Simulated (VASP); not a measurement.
Wanted: the native input for a VASP 6.6.1 run.

| Property | Result |
| --- | --- |
| Task | band structure |
| Functional | PBE |
| Potentials or basis | VASP PAW PBE potentials, release 64 (Al, N) |
| Cutoff | 520 eV |
| k mesh | 6 × 6 × 4 |
| Occupations | gaussian, width 0.03 eV |
| Spin | no spin polarisation |
| Grid for exact exchange (PRECFOCK) | Fast |
| Further INCAR settings | ALGO = Fast; EDIFF = 1e-06; NBANDS = 16 |

The structure of AlN lies in POSCAR:

```
AlN                                     
1.0
    3.1278661650     -0.0000000000      0.0000000000
   -1.5639330826      2.7088115565      0.0000000000
    0.0000000000      0.0000000000      5.0159256222
  Al              N             
     2     2
Direct
     0.3333333300000021    0.6666666699999979    0.9992990152398028
     0.6666666699999979    0.3333333300000021    0.4992990152398029
     0.3333333300000021    0.6666666699999979    0.3807009847601997
     0.6666666699999979    0.3333333300000021    0.8807009847601998
```

One way to write it, as run:

INCAR

```
PREC     = Accurate       # precision mode
ENCUT    = 520            # plane-wave cutoff, eV
EDIFF    = 1E-6           # SCF threshold, eV
ISMEAR   = 0              # smearing method
SIGMA    = 0.03           # smearing width, eV
LREAL    = False          # projectors in reciprocal space
LASPH    = True           # aspherical terms in the spheres
NELM     = 80             # most SCF steps
ALGO     = Fast           # electronic algorithm
ISIF     = 2              # what is computed and relaxed
LWAVE    = False          # write WAVECAR
LCHARG   = False          # write CHGCAR
GGA      = PE             # functional
NBANDS   = 16             # bands
KPAR     = 4
```

KPOINTS

```
regular mesh
0
Gamma
  6 6 4
```

KPOINTS_OPT

```
explicit points
6
Reciprocal
 0.0000000000  0.0000000000  0.0000000000 1
 0.0000000000  0.0000000000  0.5000000000 1
 0.3333333333  0.3333333333  0.5000000000 1
 0.3333333333  0.3333333333  0.0000000000 1
 0.5000000000  0.0000000000  0.5000000000 1
 0.5000000000  0.0000000000  0.0000000000 1
```

Potentials or basis: VASP PAW PBE potentials, release 64 (Al, N).

The run is started by

```sh
$ cat potpaw_PBE.64/Al/POTCAR potpaw_PBE.64/N/POTCAR > POTCAR
$ mpirun -np 4 vasp_std > vasp.out
```

It gave:

```yaml
Pressure: 0.1 GPa
Largest_force: 0.006 eV/Å
Band_gap_on_the_k_mesh: 4.06 eV, direct
Band_gap_along_the_path: 4.06 eV, direct
```

Wall time 5.7 s on 4 MPI ranks on Intel(R) Xeon(R) Platinum 8259CL CPU @ 2.50GHz (Skylake/Cascade Lake) (shared host), peak memory 0.16 GiB a rank.
